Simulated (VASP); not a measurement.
# Br2Si in VASP: reference runs

Reference runs on Br2Si: the cell as given.

Everything below comes from runs of VASP 6.6.1. Logs are shortened: lines on timing, memory, paths and dates and some standing lists are left out, and cuts for length are marked.

## Step 1: Starting point

The cell holds a molecule in a box, 3 atoms: a = 11.000 Å, b = 13.000 Å, c = 11.000 Å, α = 90.00°, β = 90.00°, γ = 90.00°.

## Step 2: Single point, PBE

File INCAR:

```
PREC = Accurate ; ENCUT = 520
EDIFF = 1E-7 ; ISMEAR = 0
SIGMA = 0.01 ; LREAL = F
LASPH = T ; NELM = 80
ALGO = Normal ; ISIF = 2
LWAVE = F ; LCHARG = F
GGA = PE ; NBANDS = 16
```

File KPOINTS:

```
regular mesh
0
Gamma
  1 1 1
```

File POSCAR:

```
SiBr2
1.0
   11.0000000000      0.0000000000      0.0000000000
    0.0000000000     13.0000000000      0.0000000000
    0.0000000000      0.0000000000     11.0000000000
Br Si
2 1
Direct
    0.5805045500      0.6221807700      0.5506954500
    0.4722227300      0.3810500000      0.4617227300
    0.4218590900      0.5486115400      0.4554863600
```

Potentials or basis: VASP PAW PBE potentials, release 64 (Br, Si).

Started as:

```
> cat potpaw_PBE.64/Br/POTCAR potpaw_PBE.64/Si/POTCAR > POTCAR
> mpirun -np 1 vasp_gam > vasp.out
```

OUTCAR:

```text
PREC = Accurate
   ENCUT = 520
   EDIFF = 1E-7
   ISMEAR = 0
   LREAL = F
   LASPH = T
   NELM = 80
   ISIF = 2
   GGA = PE

 ion  position               nearest neighbor table
   1  0.581  0.622  0.551-   3 2.25
   2  0.472  0.381  0.462-   3 2.25
   3  0.422  0.549  0.455-   2 2.25   1 2.25

  LATTYP: Found a simple tetragonal cell.
 ALAT       =    11.0000000000
 C/A-ratio  =     1.1818181818

  Lattice vectors:

 A1 = ( -11.0000000000,   0.0000000000,   0.0000000000)
 A2 = (   0.0000000000,   0.0000000000,  11.0000000000)
 A3 = (   0.0000000000,  13.0000000000,   0.0000000000)

Analysis of symmetry for initial positions (statically):
=====================================================================
 Subroutine PRICEL returns:
 Original cell was already a primitive cell.

 Routine SETGRP: Setting up the symmetry group for a
 simple tetragonal supercell.

 Subroutine GETGRP returns: Found  1 space group operations
 (whereof  1 operations were pure point group operations)
 out of a pool of 16 trial point group operations.

The static configuration has the point symmetry C_1 .

Analysis of symmetry for dynamics (positions and initial velocities):
=====================================================================
 Subroutine PRICEL returns:
 Original cell was already a primitive cell.

 Routine SETGRP: Setting up the symmetry group for a
 simple tetragonal supercell.

 Subroutine GETGRP returns: Found  1 space group operations
 (whereof  1 operations were pure point group operations)
 out of a pool of 16 trial point group operations.

The dynamic configuration has the point symmetry C_1 .

 Subroutine INISYM returns: Found  1 space group operations
 (whereof  1 operations are pure point group operations),
 and found     1 'primitive' translations

----------------------------------------------------------------------------------------

                                     Primitive cell

  volume of cell :    1573.0000

  direct lattice vectors                    reciprocal lattice vectors
    11.000000000  0.000000000  0.000000000     0.090909091  0.000000000  0.000000000
     0.000000000 13.000000000  0.000000000     0.000000000  0.076923077  0.000000000
     0.000000000  0.000000000 11.000000000     0.000000000  0.000000000  0.090909091

[... 57 lines left out ...]
   LSORBIT =      F    spin-orbit coupling
   LASPH  =      T    aspherical Exc in radial PAW
   ENCUT  =  520.0 eV  38.22 Ry    6.18 a.u.  20.45 24.17 20.45*2*pi/ulx,y,z
   NELM   =     80;   NELMIN=  2; NELMDL= -5     # of ELM steps
   EDIFF  = 0.1E-06   stopping-criterion for ELM
   LREAL  =      F    real-space projection
   EDIFFG = 0.1E-05   stopping-criterion for IOM
   NSW    =      0    number of steps for IOM
   IBRION =     -1    ionic relax: 0-MD 1-quasi-New 2-CG
   NFREE  =      0    steps in history (QN), initial steepest desc. (CG)
   ISIF   =      2    stress and relaxation
   ISYM   =      2    0-nonsym 1-usesym 2-fastsym
   POTIM  = 0.5000    time-step for ionic-motion
   TEBEG  =    0.0;   TEEND  =   0.0 temperature during run
   PSTRESS=    0.0 pullay stress
   NELECT =      18.0000    total number of electrons
   NUPDOWN=      -1.0000    fix difference up-down
   EMIN   =  10.00;   EMAX   =-10.00  energy-range for DOS
   EFERMI =   0.00;   METHOD = LEGACY
   ISMEAR =     0;   SIGMA  =   0.01  broadening in eV -4-tet -1-fermi 0-gaus
   EFERMI_NEDOS =   21; number of points for ismear=-14 and -15
   IALGO  =     38    algorithm
   IMIX   =      4    mixing-type and parameters
     AMIX     =   0.40;   BMIX     =  1.00
     AMIX_MAG =   1.60;   BMIX_MAG =  1.00
  volume/ion in A,a.u.               =     524.33      3538.38
  Fermi-wavevector in a.u.,A,eV,Ry     =   0.368912  0.697143  1.851699  0.136096
  Thomas-Fermi vector in A             =   1.295136
   LORBIT       =      0    0 simple, 1 ext, 2 COOP (PROOUT), +10 PAW based schemes
   GGA     = PE    functional components
   LHFCALC =     F    Hartree Fock is set to
   AEXX    =    0.0000 exact exchange contribution
   IVDW    =     0    specifies the selected vdW correction
   LEPSILON=     F    determine dielectric tensor
   LRPA    =     F    only Hartree local field effects (RPA)
 non-spin polarized calculation
 Gauss-broadening in eV      SIGMA  =   0.01
  energy-cutoff  :      520.00
  volume of cell :     1573.00
 maximum number of plane-waves:     21209
 NGX is ok and might be reduce to    84
   NGX = 41   NGY = 49   NGZ = 41

 number of electron      17.9999998 magnetization

 Free energy of the ion-electron system (eV)
  ---------------------------------------------------
  ext. energy  EPLUGINS =         0.00000000
  ---------------------------------------------------
  free energy    TOTEN  =        -9.40101022 eV

  energy without entropy =       -9.40101022  energy(sigma->0) =       -9.40101022

 E-fermi :  -6.0350     XC(G=0):  -1.0007

 val. band max:       -6.1116322376   @ k =   0.0000   0.0000   0.0000
 cond. band min:      -3.3915722505   @ k =   0.0000   0.0000   0.0000
 fundamental gap:      2.7200599871
 Fermi energy:        -6.0350370486

 k-point     1 :       0.0000    0.0000    0.0000
  band No.  band energies     occupation
      1     -20.1795      2.00000
      2     -19.6847      2.00000
      3     -12.0994      2.00000
      4      -9.0639      2.00000
      5      -8.0500      2.00000
      6      -7.9835      2.00000
[... 8 lines left out ...]
     15       0.8280      0.00000
     16       0.9448      0.00000

------------------------ aborting loop because EDIFF is reached ----------------------------------------

  FORCE on cell =-STRESS in cart. coord.  units (eV):
  Direction    XX          YY          ZZ          XY          YZ          ZX
  --------------------------------------------------------------------------------------
  -------------------------------------------------------------------------------------
  Total        0.3173491      0.6773679      0.1140752      0.1158974      0.1352430      0.1900165
  in kB        0.3232356      0.6899323      0.1161912      0.1180472      0.1377516      0.1935411
  external PRESSURE =       0.3764530 kB  Pullay stress =       0.0000000 kB

 VOLUME and BASIS-vectors are now :
 -----------------------------------------------------------------------------
  energy-cutoff  :      520.00
  volume of cell :     1573.00
      direct lattice vectors                 reciprocal lattice vectors
    11.000000000  0.000000000  0.000000000     0.090909091  0.000000000  0.000000000
     0.000000000 13.000000000  0.000000000     0.000000000  0.076923077  0.000000000
     0.000000000  0.000000000 11.000000000     0.000000000  0.000000000  0.090909091

 POSITION                                       TOTAL-FORCE (eV/Angst)
 -----------------------------------------------------------------------------------
      6.38555      8.08835      6.05765         0.179111      0.145541      0.112487
      5.19445      4.95365      5.07895         0.025318     -0.248820     -0.012759
      4.64045      7.13195      5.01035        -0.204429      0.103279     -0.099728
 -----------------------------------------------------------------------------------
    total drift:                               -0.000080     -0.000356      0.000026

  FREE ENERGIE OF THE ION-ELECTRON SYSTEM (eV)
  ---------------------------------------------------
  free  energy   TOTEN  =        -9.4010102219 eV

  energy  without entropy=       -9.4010102219  energy(sigma->0) =       -9.40101022
```

OSZICAR:

```text
N       E                     dE             d eps       ncg     rms          rms(c)
DAV:   1     0.172862568278E+03    0.17286E+03   -0.39410E+03    32   0.632E+02
DAV:   2     0.331148853374E+02   -0.13975E+03   -0.13738E+03    64   0.920E+01
DAV:   3    -0.670315475304E+01   -0.39818E+02   -0.39312E+02    32   0.728E+01
[... 19 lines left out ...]
DAV:  23    -0.940100954629E+01   -0.91173E-06   -0.35066E-08    40   0.925E-04    0.203E-04
DAV:  24    -0.940100990656E+01   -0.36027E-06   -0.97681E-09    24   0.460E-04    0.657E-05
DAV:  25    -0.940101008716E+01   -0.18060E-06   -0.21695E-09    32   0.303E-04    0.669E-05
DAV:  26    -0.940101019598E+01   -0.10882E-06   -0.20168E-09    24   0.245E-04    0.600E-05
DAV:  27    -0.940101022192E+01   -0.25942E-07    0.34675E-09    40   0.176E-04
   1 F= -.94010102E+01 E0= -.94010102E+01  d E =-.187127E-27
```

Run time: 3.3 min. Hardware: 1 thread of Intel Xeon Platinum 8488C (Sapphire Rapids), shared host; peak memory 1.1 GiB.

Results:

```
Free energy                     : -9.4010 eV
Largest force                   : 0.257 eV/Å
Gap between the frontier levels : 2.72 eV
```

Forces on the atoms (eV/Å):
```
Br   0.179  0.146  0.112
Br   0.025 -0.249 -0.013
Si  -0.204  0.103 -0.100
```

A hybrid or GW would open this gap; PBE tends to underestimate it.
